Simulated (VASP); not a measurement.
All values below come from PBE GGA, VASP's PBE PAW potentials (set 64) (plane waves; VASP).

The input files of a VASP run:

### INCAR
```
SYSTEM=Be4S3Te
PREC=Accurate; ENCUT=400; LREAL=.False.
LASPH=.True.
EDIFF=1E-6; NELM=100; ALGO=Normal
LMAXMIX=4
ISMEAR=0; SIGMA=0.05
GGA=PE
LWAVE=.False.; LCHARG=.True.
```

File KPOINTS:
```
kpoints
0
gamma
4 4 4
```

**POSCAR**
```
Be4S3Te
10.1688310
  0.4999999946   0.0000000000   0.0000000000
  0.0000000000   0.4999999946   0.0000000000
  0.0000000000   0.0000000000   0.4999999946
Be Te S
4 1 3
Cartesian
  0.4918483896   0.4918483896   0.4918483896
  0.2581516022   0.2581516022   0.4918483896
  0.2581516022   0.4918483896   0.2581516022
  0.4918483896   0.2581516022   0.2581516022
  0.1249999986   0.1249999986   0.1249999986
  0.3749999959   0.3749999959   0.1249999986
  0.3749999959   0.1249999986   0.3749999959
  0.1249999986   0.3749999959   0.3749999959
```

POTCAR, in this order: Be Te S (PBE.64 set). Program: vasp_std.

Output

**OUTCAR**
```
 ion  position               nearest neighbor table
   1  0.984  0.984  0.984-   6 2.16   7 2.16   8 2.16   5 2.35
   2  0.516  0.516  0.984-   6 2.16   7 2.16   8 2.16   5 2.35
   3  0.516  0.984  0.516-   6 2.16   7 2.16   8 2.16   5 2.35
   4  0.984  0.516  0.516-   6 2.16   7 2.16   8 2.16   5 2.35
   5  0.250  0.250  0.250-   1 2.35   2 2.35   3 2.35   4 2.35
   6  0.750  0.750  0.250-   1 2.16   2 2.16   3 2.16   4 2.16
   7  0.750  0.250  0.750-   1 2.16   2 2.16   3 2.16   4 2.16
   8  0.250  0.750  0.750-   1 2.16   2 2.16   3 2.16   4 2.16
  LATTYP: Found a simple cubic cell.
 ALAT       =     5.0844154448
 Subroutine PRICEL returns:
 Original cell was already a primitive cell.
 Subroutine GETGRP returns: Found 24 space group operations
The static configuration has the point symmetry C_3v.
 The point group associated with its full space group is T_d .
The dynamic configuration has the point symmetry C_3v.
 Subroutine INISYM returns: Found 24 space group operations
 Subroutine IBZKPT returns following result:
 Found     10 irreducible k-points:

 Following reciprocal coordinates:
            Coordinates               Weight
  0.000000  0.000000  0.000000      1.000000
  0.250000  0.000000  0.000000      6.000000
  0.500000  0.000000  0.000000      3.000000
  0.250000  0.250000  0.000000     12.000000
  0.500000  0.250000  0.000000     12.000000
  0.500000  0.500000  0.000000      3.000000
  0.250000  0.250000  0.250000      8.000000
  0.500000  0.250000  0.250000     12.000000
  0.500000  0.500000  0.250000      6.000000
  0.500000  0.500000  0.500000      1.000000
   k-points           NKPTS =     10   k-points in BZ     NKDIM =     10   number of bands    NBANDS=     21
   number of dos      NEDOS =    301   number of ions     NIONS =      8
   total plane-waves  NPLWV =  46656
   dimension x,y,z NGX =    36 NGY =   36 NGZ =   36
   dimension x,y,z NGXF=    72 NGYF=   72 NGZF=   72
   ions per type =               4   1   3
   PREC   = accura    normal or accurate (medium, high low for compatibility)
   ISTART =      0    job   : 0-new  1-cont  2-samecut
   ICHARG =      2    charge: 1-file 2-atom 10-const
   ISPIN  =      1    spin polarized calculation?
   LNONCOLLINEAR =      F non collinear calculations
   LSORBIT =      F    spin-orbit coupling
   INIWAV =      1    electr: 0-lowe 1-rand  2-diag
   ENCUT  =  400.0 eV  29.40 Ry    5.42 a.u.   8.29  8.29  8.29*2*pi/ulx,y,z
   NELM   =    100;   NELMIN=  2; NELMDL= -5     # of ELM steps
   EDIFF  = 0.1E-05   stopping-criterion for ELM
   LREAL  =      F    real-space projection
   NLSPLINE    = F    spline interpolate recip. space projectors
   LMAXMIX     =    4 max onsite mixed and CHGCAR
   VOSKOWN=      0    Vosko Wilk Nusair interpolation
   EDIFFG = 0.1E-04   stopping-criterion for IOM
   NSW    =      0    number of steps for IOM
   NBLOCK =      1;   KBLOCK =      1    inner block; outer block
   IBRION =     -1    ionic relax: 0-MD 1-quasi-New 2-CG
   NFREE  =      0    steps in history (QN), initial steepest desc. (CG)
   ISIF   =      2    stress and relaxation
   ISYM   =      2    0-nonsym 1-usesym 2-fastsym
   TEIN   =    0.0    initial temperature
   TEBEG  =    0.0;   TEEND  =   0.0 temperature during run
   SMASS  =  -3.00    Nose mass-parameter (am)
   PSTRESS=    0.0 pullay stress
   NELECT =      32.0000    total number of electrons
   EFERMI =   0.00;   METHOD = LEGACY
   ISMEAR =     0;   SIGMA  =   0.05  broadening in eV -4-tet -1-fermi 0-gaus
   IALGO  =     38    algorithm
   LDIAG  =      T    sub-space diagonalisation (order eigenvalues)
   IMIX   =      4    mixing-type and parameters
     AMIX     =   0.40;   BMIX     =  1.00
     AMIX_MAG =   1.60;   BMIX_MAG =  1.00
     AMIN     =   0.10
   GGA     = PE    functional components
   VOSKOWN =     0    Vosko Wilk Nusair interpolation
...
```

OSZICAR:
```
       N       E                     dE             d eps       ncg     rms          rms(c)
DAV:   1     0.125923346903E+03    0.12592E+03   -0.11587E+04   420   0.107E+03
DAV:   2    -0.269907444584E+02   -0.15291E+03   -0.14698E+03   581   0.199E+02
DAV:   3    -0.373334742050E+02   -0.10343E+02   -0.10299E+02   536   0.599E+01
DAV:   4    -0.375619225876E+02   -0.22845E+00   -0.22786E+00   547   0.108E+01
DAV:   5    -0.375684076474E+02   -0.64851E-02   -0.64827E-02   544   0.167E+00    0.103E+01
DAV:   6    -0.370908359998E+02    0.47757E+00   -0.47419E-01   510   0.331E+00    0.697E+00
DAV:   7    -0.369552302308E+02    0.13561E+00   -0.55199E-01   500   0.376E+00    0.119E+00
DAV:   8    -0.369530760731E+02    0.21542E-02   -0.37099E-02   513   0.113E+00    0.374E-01
DAV:   9    -0.369542702611E+02   -0.11942E-02   -0.79032E-03   505   0.454E-01    0.157E-01
DAV:  10    -0.369541684966E+02    0.10176E-03   -0.32954E-04   505   0.114E-01    0.115E-01
DAV:  11    -0.369542141092E+02   -0.45613E-04   -0.13233E-04   500   0.540E-02    0.387E-02
DAV:  12    -0.369542996639E+02   -0.85555E-04   -0.14779E-04   533   0.687E-02    0.435E-02
DAV:  13    -0.369542957879E+02    0.38761E-05   -0.12030E-05   510   0.200E-02    0.161E-02
DAV:  14    -0.369542948258E+02    0.96201E-06   -0.46339E-06   474   0.999E-03
   1 F= -.36954295E+02 E0= -.36954295E+02  d E =-.918923E-15
```

### OUTCAR
```
------------------------ aborting loop because EDIFF is reached ----------------------------------------
  FORCE on cell =-STRESS in cart. coord.  units (eV):
  Direction    XX          YY          ZZ          XY          YZ          ZX
  --------------------------------------------------------------------------------------
  Total       -0.0263341     -0.0263341     -0.0263341      0.0000000      0.0000000     -0.0000000
  in kB       -0.3210010     -0.3210010     -0.3210010      0.0000000      0.0000000     -0.0000000
  external PRESSURE =      -0.3210010 kB  Pullay stress =       0.0000000 kB
  volume of cell :      131.44
      direct lattice vectors                 reciprocal lattice vectors
     5.084415445  0.000000000  0.000000000     0.196679443  0.000000000  0.000000000
     0.000000000  5.084415445  0.000000000     0.000000000  0.196679443  0.000000000
     0.000000000  0.000000000  5.084415445     0.000000000  0.000000000  0.196679443
 POSITION                                       TOTAL-FORCE (eV/Angst)
 -----------------------------------------------------------------------------------
      5.00152      5.00152      5.00152        -0.011363     -0.011363     -0.011363
      2.62510      2.62510      5.00152         0.011363      0.011363     -0.011363
      2.62510      5.00152      2.62510         0.011363     -0.011363      0.011363
      5.00152      2.62510      2.62510        -0.011363      0.011363      0.011363
      1.27110      1.27110      1.27110         0.000000     -0.000000     -0.000000
      3.81331      3.81331      1.27110         0.000000      0.000000     -0.000000
      3.81331      1.27110      3.81331        -0.000000     -0.000000     -0.000000
      1.27110      3.81331      3.81331         0.000000      0.000000     -0.000000
 -----------------------------------------------------------------------------------
    total drift:                                0.000000      0.000000     -0.000000
  FREE ENERGIE OF THE ION-ELECTRON SYSTEM (eV)
  ---------------------------------------------------
  free  energy   TOTEN  =       -36.9542948258 eV

  energy  without entropy=      -36.9542948258  energy(sigma->0) =      -36.95429483
```
(Selected blocks of OUTCAR.)

The structure was generated: Be4S3Te was put into an ordered model structure (P-43m), which need not be its known phase. It was relaxed first.
